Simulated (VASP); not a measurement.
# Al3BiO3 (Cm) in VASP: notebook

One crystal, Al3BiO3, is run at these levels: PBE; tasks: relaxation of cell and atoms.

Program: VASP 6.6.1. These are calculated values, not measurements. Logs are shortened: lines on timing, memory, paths and dates and some standing lists are left out, and cuts for length are marked.

**1. The crystal as given**

It takes space group Cm (No. 8, monoclinic). Conventional cell: a = 6.792 Å, b = 6.570 Å, c = 5.580 Å, α = 90.00°, β = 125.21°, γ = 90.00°. Al (site symmetry m) has 3 O at 1.95 to 1.96 Å as nearest neighbours. Around Al (site symmetry 1) lie 3 O at 1.97 to 2.00 Å. Around Bi (site symmetry m) lie 3 O at 2.04 to 2.06 Å. O (site symmetry 1) has 3 Al at 1.96 to 2.00 Å and 1 Bi at 2.06 Å as nearest neighbours. O (site symmetry m) is surrounded by 3 Al at 1.95 to 1.98 Å and 1 Bi at 2.04 Å.

The cell was built by a generator and needn't be a form met in nature.

**2. Relaxation of cell and atoms, PBE**

INCAR

```
PREC = Normal
ENCUT = 520
EDIFF = 1E-4
ISMEAR = 0
SIGMA = 0.15
LREAL = False
LASPH = True
NELM = 60
ALGO = Fast
ISIF = 3
LWAVE = False
LCHARG = False
GGA = PE
IBRION = 2
NSW = 24
EDIFFG = -0.08
```

KPOINTS

```
Automatic mesh
0
Gamma
  3 3 3
```

POSCAR

```
Al3BiO3
1.0
    3.3958374800     -3.2851325000      0.0000000000
    3.3958374800      3.2851325000      0.0000000000
   -3.2174419300      0.0000000000      4.5587443000
Al Bi O
3 1 3
Direct
    0.3573418900      0.3573418900      0.8819155300
    0.6851396000      0.2439859500      0.4801741200
    0.2439859500      0.6851396000      0.4801741200
    0.9394911400      0.9394911400      0.9975853700
    0.0579386400      0.5889647300      0.7001166300
    0.5889647300      0.0579386400      0.7001166300
    0.3012780000      0.3012780000      0.1878095300
```

Potentials or basis: VASP PAW PBE potentials, release 64 (Al, Bi_d, O).

Started as:

```bash
$ cat potpaw_PBE.64/Al/POTCAR potpaw_PBE.64/Bi_d/POTCAR potpaw_PBE.64/O/POTCAR > POTCAR
$ mpirun -np 1 vasp_std > vasp.out
```

OUTCAR:

```text
PREC = Normal
   ENCUT = 520
   EDIFF = 1E-4
   ISMEAR = 0
   LREAL = False
   LASPH = True
   NELM = 60
   ISIF = 3
   GGA = PE
   IBRION = 2
   NSW = 24
   EDIFFG = -0.08

 ion  position               nearest neighbor table
   1  0.357  0.357  0.882-   7 1.95   6 1.96   5 1.96   3 2.94   2 2.94   3 3.09   2 3.09   4 3.25
                             2 3.31   3 3.31   4 3.33   4 3.33   4 3.62
   2  0.685  0.244  0.480-   6 1.97   7 1.98   5 2.00   3 2.90   1 2.94   1 3.09   4 3.18   4 3.18
                             1 3.31   4 3.32   4 3.51
   3  0.244  0.685  0.480-   5 1.97   7 1.98   6 2.00   2 2.90   1 2.94   1 3.09   4 3.18   4 3.18
                             1 3.31   4 3.32   4 3.51
   4  0.939  0.939  0.998-   7 2.04   6 2.06   5 2.06   2 3.18   3 3.18   3 3.18   2 3.18   1 3.25
                             2 3.32   3 3.32   1 3.33   1 3.33   2 3.51   3 3.51   1 3.62
   5  0.058  0.589  0.700-   1 1.96   3 1.97   2 2.00   4 2.06
   6  0.589  0.058  0.700-   1 1.96   2 1.97   3 2.00   4 2.06
   7  0.301  0.301  0.188-   1 1.95   2 1.98   3 1.98   4 2.04

  LATTYP: Found a base centered monoclinic cell.
 ALAT       =     6.7916749600
 B/A-ratio  =     0.9673998003
 C/A-ratio  =     0.8215635079
 COS(beta)  =    -0.5766239591

  Lattice vectors:

 A1 = (   3.3958374800,  -3.2851325000,   0.0000000000)
 A2 = (   3.3958374800,   3.2851325000,   0.0000000000)
 A3 = (  -3.2174419300,   0.0000000000,   4.5587443000)

Analysis of symmetry for initial positions (statically):
=====================================================================
 Subroutine PRICEL returns:
 Original cell was already a primitive cell.

 Routine SETGRP: Setting up the symmetry group for a
 base centered monoclinic supercell.

 Subroutine GETGRP returns: Found  2 space group operations
 (whereof  2 operations were pure point group operations)
 out of a pool of  4 trial point group operations.

The static configuration has the point symmetry C_1h.

Analysis of symmetry for dynamics (positions and initial velocities):
=====================================================================
 Subroutine PRICEL returns:
 Original cell was already a primitive cell.

 Routine SETGRP: Setting up the symmetry group for a
 base centered monoclinic supercell.

 Subroutine GETGRP returns: Found  2 space group operations
 (whereof  2 operations were pure point group operations)
 out of a pool of  4 trial point group operations.

The dynamic configuration has the point symmetry C_1h.

 Subroutine INISYM returns: Found  2 space group operations
 (whereof  2 operations are pure point group operations),
 and found     1 'primitive' translations

----------------------------------------------------------------------------------------

                                     Primitive cell

  volume of cell :     101.7127

  direct lattice vectors                    reciprocal lattice vectors
     3.395837480 -3.285132500  0.000000000     0.147239084 -0.152200863  0.103917476
     3.395837480  3.285132500  0.000000000     0.147239084  0.152200863  0.103917476
    -3.217441930  0.000000000  4.558744300     0.000000000  0.000000000  0.219358651

  length of vectors
     4.724807693  4.724807693  5.579792305     0.235888305  0.235888305  0.219358651

  position of ions in fractional coordinates (direct lattice)
     0.357341890  0.357341890  0.881915530
     0.685139600  0.243985950  0.480174120
     0.243985950  0.685139600  0.480174120
     0.939491140  0.939491140  0.997585370
     0.057938640  0.588964730  0.700116630
     0.588964730  0.057938640  0.700116630
     0.301278000  0.301278000  0.187809530

  ion indices of the primitive-cell ions
   primitive index   ion index
                 1           1
                 2           2
                 3           3
                 4           4
                 5           5
                 6           6
                 7           7

----------------------------------------------------------------------------------------

 KPOINTS: Automatic mesh

Automatic generation of k-mesh.
 Grid dimensions read from file:
 generate k-points for:    3    3    3

 Generating k-lattice:

  Cartesian coordinates                     Fractional coordinates (reciprocal lattice)
     0.049079695 -0.050733621  0.034639159     0.333333333 -0.000000000  0.000000000
     0.049079695  0.050733621  0.034639159    -0.000000000  0.333333333  0.000000000
     0.000000000  0.000000000  0.073119550     0.000000000  0.000000000  0.333333333

  Length of vectors
     0.078629435  0.078629435  0.073119550

  Shift w.r.t. Gamma in fractional coordinates (k-lattice)
     0.000000000  0.000000000  0.000000000

 Subroutine IBZKPT returns following result:
 ===========================================

 Found     10 irreducible k-points:

 Following reciprocal coordinates:
            Coordinates               Weight
  0.000000  0.000000  0.000000      1.000000
  0.333333  0.000000 -0.000000      4.000000
  0.333333  0.333333  0.000000      2.000000
 -0.333333  0.333333  0.000000      2.000000
  0.000000  0.000000  0.333333      2.000000
  0.333333  0.000000  0.333333      4.000000
 -0.333333  0.000000  0.333333      4.000000
  0.333333  0.333333  0.333333      2.000000
 -0.333333  0.333333  0.333333      4.000000
 -0.333333 -0.333333  0.333333      2.000000
   k-points           NKPTS =     10   k-points in BZ     NKDIM =     10   number of bands    NBANDS=     25
   number of dos      NEDOS =    301   number of ions     NIONS =      7
   total plane-waves  NPLWV =  25088
   dimension x,y,z NGX =    28 NGY =   28 NGZ =   32
   dimension x,y,z NGXF=    56 NGYF=   56 NGZF=   64
   ions per type =               3   1   3
   NGX,Y,Z   is equivalent  to a cutoff of   9.85,  9.85,  9.53 a.u.
   NGXF,Y,Z  is equivalent  to a cutoff of  19.70, 19.70, 19.07 a.u.
 SYSTEM =  unknown system
   PREC   = normal    normal or accurate (medium, high low for compatibility)
   ISTART =      0    job   : 0-new  1-cont  2-samecut
   ICHARG =      2    charge: 1-file 2-atom 10-const
   ISPIN  =      1    spin polarized calculation?
   LNONCOLLINEAR =      F non collinear calculations
   LSORBIT =      F    spin-orbit coupling
   LASPH  =      T    aspherical Exc in radial PAW
   ENCUT  =  520.0 eV  38.22 Ry    6.18 a.u.   8.79  8.79 10.37*2*pi/ulx,y,z
   NELM   =     60;   NELMIN=  2; NELMDL= -5     # of ELM steps
   EDIFF  = 0.1E-03   stopping-criterion for ELM
   LREAL  =      F    real-space projection
   EDIFFG = -.8E-01   stopping-criterion for IOM
   NSW    =     24    number of steps for IOM
   IBRION =      2    ionic relax: 0-MD 1-quasi-New 2-CG
   NFREE  =      1    steps in history (QN), initial steepest desc. (CG)
   ISIF   =      3    stress and relaxation
   ISYM   =      2    0-nonsym 1-usesym 2-fastsym
   POTIM  = 0.5000    time-step for ionic-motion
   TEBEG  =    0.0;   TEEND  =   0.0 temperature during run
   PSTRESS=    0.0 pullay stress
   NELECT =      42.0000    total number of electrons
   NUPDOWN=      -1.0000    fix difference up-down
   EMIN   =  10.00;   EMAX   =-10.00  energy-range for DOS
   EFERMI =   0.00;   METHOD = LEGACY
   ISMEAR =     0;   SIGMA  =   0.15  broadening in eV -4-tet -1-fermi 0-gaus
   EFERMI_NEDOS =   21; number of points for ismear=-14 and -15
   IALGO  =     68    algorithm
   IMIX   =      4    mixing-type and parameters
     AMIX     =   0.40;   BMIX     =  1.00
     AMIX_MAG =   1.60;   BMIX_MAG =  1.00
  volume/ion in A,a.u.               =      14.53        98.06
  Fermi-wavevector in a.u.,A,eV,Ry     =   1.219082  2.303731 20.220447  1.486161
  Thomas-Fermi vector in A             =   2.354346
   LORBIT       =      0    0 simple, 1 ext, 2 COOP (PROOUT), +10 PAW based schemes
   GGA     = PE    functional components
   LHFCALC =     F    Hartree Fock is set to
   AEXX    =    0.0000 exact exchange contribution
   IVDW    =     0    specifies the selected vdW correction
   LEPSILON=     F    determine dielectric tensor
   LRPA    =     F    only Hartree local field effects (RPA)
 conjugate gradient relaxation of ions
 non-spin polarized calculation
 RMM-DIIS sequential band-by-band and
 Gauss-broadening in eV      SIGMA  =   0.15
  energy-cutoff  :      520.00
  volume of cell :      101.71
 maximum number of plane-waves:      2744
   NGX = 17   NGY = 17   NGZ = 21

--------------------------------------- Ionic step        1  -------------------------------------------

 number of electron      41.9999992 magnetization

 Free energy of the ion-electron system (eV)
  ---------------------------------------------------
  ext. energy  EPLUGINS =         0.00000000
  ---------------------------------------------------
  free energy    TOTEN  =       -35.03435202 eV

  energy without entropy =      -35.00889324  energy(sigma->0) =      -35.02162263

------------------------ aborting loop because EDIFF is reached ----------------------------------------

  FORCE on cell =-STRESS in cart. coord.  units (eV):
  Direction    XX          YY          ZZ          XY          YZ          ZX
  --------------------------------------------------------------------------------------
  -------------------------------------------------------------------------------------
  Total        9.6987825     12.2705639     10.5638852      0.0000000      0.0000000      4.9641819
  in kB      152.7751742    193.2858613    166.4022672      0.0000000      0.0000000     78.1957683
  external PRESSURE =     170.8211009 kB  Pullay stress =       0.0000000 kB
[... 104 lines left out ...]
  FREE ENERGIE OF THE ION-ELECTRON SYSTEM (eV)
  ---------------------------------------------------
  free  energy   TOTEN  =       -38.7940372184 eV

  energy  without entropy=      -38.7858362288  energy(sigma->0) =      -38.78993672

 E-fermi :   6.5477     XC(G=0):  -9.9411

 val. band max:        6.0668773315   @ k =   0.3333   0.0000  -0.0000
 cond. band min:       6.9963668043   @ k =   0.0000   0.0000   0.0000
 fundamental gap:      0.9294894727
 Fermi energy:         6.5476546102

 k-point     1 :       0.0000    0.0000    0.0000
  band No.  band energies     occupation
      1     -15.1462      2.00000
      2     -15.1189      2.00000
      3     -15.1014      2.00000
      4     -15.0710      2.00000
      5     -15.0614      2.00000
      6     -14.2484      2.00000
[... 269 lines left out ...]
     24      10.2936      0.00000
     25      11.1875      0.00000

[... ionic steps 4 to 19 ...]

--------------------------------------- Ionic step       20  -------------------------------------------

 number of electron      41.9999998 magnetization

------------------------ aborting loop because EDIFF is reached ----------------------------------------
[... 77 lines left out ...]
--------------------------------------- Ionic step       22  -------------------------------------------

 number of electron      42.0000003 magnetization

 Free energy of the ion-electron system (eV)
  ---------------------------------------------------
  ext. energy  EPLUGINS =         0.00000000
  ---------------------------------------------------
  free energy    TOTEN  =       -42.92416410 eV

  energy without entropy =      -42.92416363  energy(sigma->0) =      -42.92416387

 E-fermi :   6.7044     XC(G=0): -10.0300

 val. band max:        6.2099319173   @ k =   0.3333   0.0000  -0.0000
 cond. band min:       7.1674799146   @ k =   0.0000   0.0000   0.0000
 fundamental gap:      0.9575479973
 Fermi energy:         6.7044238836

 k-point     1 :       0.0000    0.0000    0.0000
  band No.  band energies     occupation
      1     -15.0267      2.00000
      2     -14.9982      2.00000
      3     -14.9804      2.00000
      4     -14.9564      2.00000
      5     -14.9429      2.00000
      6     -14.1113      2.00000
[... 303 lines left out ...]
  FREE ENERGIE OF THE ION-ELECTRON SYSTEM (eV)
  ---------------------------------------------------
  free  energy   TOTEN  =       -42.9241641030 eV

  energy  without entropy=      -42.9241636331  energy(sigma->0) =      -42.92416387

 reached required accuracy - stopping structural energy minimisation
```

Run time: 2.6 min. Hardware: 1 thread of Intel Xeon Platinum 8559C (Emerald Rapids), shared host; peak memory 0.19 GiB.

What came out:

| Quantity | Value |
| --- | --- |
| Free energy | -42.9242 eV |
| Relaxed volume | 15.27 Å³/atom |
| Relaxed cell | a = 4.811 Å, b = 4.811 Å, c = 5.092 Å, α = 104.75°, β = 104.75°, γ = 99.40° |
| Space group after relaxing (to 0.05 Å) | Cm (No. 8) |
| Energy gained by relaxing | 1127.1 meV/atom |
| Ionic steps | 22 |
| Pressure after relaxing | 0.1 GPa |
| Largest force after relaxing | 0.040 eV/Å |
| Band gap on the k mesh | 0.96 eV, indirect (least direct gap 1.02 eV) |

Forces on the atoms (eV/Å):
```
Al  -0.032  0.000 -0.003
Al  -0.001  0.036  0.006
Al  -0.001 -0.036  0.006
Bi  -0.038  0.000 -0.009
O    0.035  0.007 -0.007
O    0.035 -0.007 -0.007
O    0.003  0.000  0.015
```

The path:
```csv
step,energy change (eV),largest force (eV/Å),pressure (GPa),volume (Å³)
1,0.0000,7.6787,17.08,101.71
2,-3.7232,2.8536,-12.41,126.13
3,-3.7597,2.5383,-14.00,130.05
4,-6.5924,2.1035,-2.59,113.36
5,-6.7190,2.5330,2.03,109.70
6,-7.4511,1.9692,4.83,106.19
7,-7.4804,1.8986,3.73,106.81
8,-7.6847,0.9931,-2.12,111.62
9,-7.7237,0.8174,-0.81,110.22
10,-7.7906,0.4970,-0.19,109.42
11,-7.7977,0.4617,-0.01,109.15
12,-7.7982,0.4072,0.13,109.05
13,-7.8332,0.2520,-0.27,108.89
14,-7.8456,0.1749,-0.50,108.79
15,-7.8477,0.3387,-0.91,108.58
16,-7.8504,0.2392,-0.62,108.68
17,-7.8775,0.1136,0.30,107.28
18,-7.8821,0.1190,0.68,106.63
19,-7.8825,0.1390,0.67,106.41
20,-7.8877,0.1534,-0.53,107.24
21,-7.8888,0.1046,-0.12,106.99
22,-7.8898,0.0396,0.06,106.89
```

Final structure:
```
CELL_PARAMETERS angstrom
3.09316 -3.66937 0.34263
3.09316 3.66937 0.34263
-2.50789 0.00000 4.43104
ATOMIC_POSITIONS crystal
Al 0.39114 0.39114 0.89819
Al 0.69315 0.23940 0.45256
Al 0.23940 0.69315 0.45256
Bi 0.86788 0.86788 0.05114
O 0.08076 0.46307 0.64730
O 0.46307 0.08076 0.64730
O 0.43874 0.43874 0.27885
```

Levels at points of the mesh, in eV from the valence-band top:
```csv
k point,band 19,band 20,band 21,band 22,band 23,band 24
"(0.00, 0.00, 0.00)",-0.77,-0.17,-0.06,0.96,2.95,3.15
```

Caveat: the k mesh is coarse (spacing up to 0.49 Å⁻¹), so the values aren't converged; spin-orbit coupling is left out, which as a rule narrows the gap of such compounds by several tenths of an eV; an odd mesh through Γ misses points on the zone boundary, where band edges often lie; the relaxation stopped at a loose force limit of 0.08 eV/Å, so its end isn't a converged minimum. As with any semilocal functional, this PBE gap is likely too small.

**3. Relaxation of cell and atoms, PBE**

This run uses another cell than the first one, of 18.02 Å³/atom, 1.240 times its volume.

INCAR is that of step 2.

KPOINTS

```
Automatic mesh
0
Gamma
  4 4 2
```

POSCAR

```
Al3BiO3
1.0
    4.1686645800      0.0000000000      0.0000000000
    0.0000000000      4.1686645800      0.0000000000
    0.0000000000      0.0000000000      7.2590532300
Al Bi O
3 1 3
Direct
    0.0000000000      0.5000000000      0.5000000000
    0.5000000000      0.0000000000      0.5000000000
    0.0000000000      0.0000000000      0.0000000000
    0.0000000000      0.0000000000      0.5000000000
    0.5000000000      0.5000000000      0.5000000000
    0.5000000000      0.5000000000      0.2742477300
    0.5000000000      0.5000000000      0.7257522700
```

Potentials or basis: VASP PAW PBE potentials, release 64 (Al, Bi_d, O).

Started as:

```bash
$ cat potpaw_PBE.64/Al/POTCAR potpaw_PBE.64/Bi_d/POTCAR potpaw_PBE.64/O/POTCAR > POTCAR
$ mpirun -np 1 vasp_std > vasp.out
```

It took 2.6 min on 1 thread of Intel Xeon Platinum 8559C (Emerald Rapids), shared host; peak memory 0.18 GiB.

It converged, with:

```yaml
Free_energy: -23.5867 eV
Relaxed_volume: 22.62 Å³/atom
Relaxed_cell: a = 4.839 Å, b = 4.839 Å, c = 6.762 Å, α = 90.00°, β = 90.00°, γ = 90.00°
Space_group_after_relaxing_to_0.05_Å: P4/mmm (No. 123)
Energy_gained_by_relaxing: 870.4 meV/atom
Ionic_steps: 13
Pressure_after_relaxing: 0.3 GPa
Largest_force_after_relaxing: 0.018 eV/Å
Band_gap_on_the_k_mesh: none (metal or under the smearing width)
```

Forces in eV/Å, atoms in the order of the input:
```
Al   0.000  0.000  0.000
Al   0.000  0.000  0.000
Al   0.000  0.000  0.000
Bi   0.000  0.000  0.000
O    0.000  0.000  0.000
O    0.000  0.000  0.018
O    0.000  0.000 -0.018
```

Stress tensor (GPa, compression positive):
```
 0.47  0.00  0.00
 0.00  0.47  0.00
 0.00  0.00 -0.09
```

Step by step:
```tsv
step	energy change (eV)	largest force (eV/Å)	pressure (GPa)	volume (Å³)
1	0.0000	4.3382	39.56	126.15
2	-1.8660	0.9063	-9.59	223.97
3	-4.6401	0.9560	4.20	167.72
4	-5.8991	0.0158	-1.94	182.99
5	-5.9250	0.1680	-1.05	179.32
6	-5.9268	0.2301	-0.59	177.86
7	-5.9625	0.3665	-0.39	175.74
8	-5.9949	0.7231	0.10	170.98
9	-6.0200	0.6030	0.00	169.88
10	-6.0691	0.2678	-0.29	166.58
11	-6.0863	0.1794	-0.81	159.93
12	-6.0901	0.0676	-0.68	161.79
13	-6.0928	0.0184	0.29	158.32
```

Final structure:
```xyz
7
Lattice="4.8386 0.0000 0.0000 0.0000 4.8386 0.0000 0.0000 0.0000 6.7625" Properties=species:S:1:pos:R:3 pbc="T T T"
Al    0.0000    2.4193    3.3812
Al    2.4193    0.0000    3.3812
Al    0.0000    0.0000    0.0000
Bi    0.0000    0.0000    3.3812
O     2.4193    2.4193    3.3812
O     2.4193    2.4193    1.5089
O     2.4193    2.4193    5.2536
```

Levels at points of the mesh, in eV from the Fermi level:
```csv
k point,band 18,band 19,band 20,band 21,band 22,band 23,band 24,band 25
"(0.00, 0.00, 0.00)",-0.88,-0.88,-0.78,-0.42,-0.42,-0.09,2.92,2.97
"(0.50, 0.00, 0.00)",-0.83,-0.42,-0.34,-0.24,0.55,1.45,1.88,2.92
"(0.50, 0.50, 0.00)",-1.45,-0.81,-0.78,-0.78,1.70,2.50,2.50,2.58
"(0.00, 0.00, 0.50)",-1.13,-0.58,-0.35,-0.17,-0.17,0.19,1.65,2.26
"(0.50, 0.00, 0.50)",-0.50,-0.16,-0.15,0.02,0.33,0.55,2.21,2.37
"(0.50, 0.50, 0.50)",-0.32,-0.32,-0.02,0.11,1.76,1.96,1.96,2.12
```

Caveat: the k mesh is coarse (spacing up to 0.43 Å⁻¹), so the values aren't converged; the volume moved by over 15 % at a fixed basis, so the end points are rough; spin-orbit coupling is left out, which moves the levels of the heavy elements; the relaxation stopped at a loose force limit of 0.08 eV/Å, so its end isn't a converged minimum.
